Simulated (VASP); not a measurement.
```
CELL_PARAMETERS angstrom
      4.64831     0.00000     0.00000
      0.00000     4.64831     0.00000
      0.00000     0.00000     4.64831
ATOMIC_POSITIONS crystal
  Mg 0.00000 0.00000 0.00000
  Sn 0.50000 0.50000 0.00000
  Sn 0.00000 0.50000 0.50000
  Sn 0.50000 0.00000 0.50000
```

Method: PBEsol GGA, VASP's PBE PAW potentials (set 64) (plane waves; VASP 6.6.1). Run with 400 eV cut-off, 8×8×8 Γ-centred mesh, tetrahedra with Blöchl corrections, potentials Mg Sn_d.

Unless said otherwise, spin-orbit coupling is left out, though it shifts the bands of the heavy elements here.

Task: Estimate the energy per atom (σ→0), band gap (on the k-mesh) with the smallest direct gap where there is one.

Result: 
The band gap (on the k-mesh) comes out as none (metal, semimetal or under 0.01 eV) and the energy per atom (σ→0) comes out as -3.682 eV/atom.

The absolute energy has meaning only against runs of the same code, potentials and settings.

The structure comes from a computed database's MgSn3 entry (Pm-3m); how it stands against other phases isn't given here. It was relaxed first.
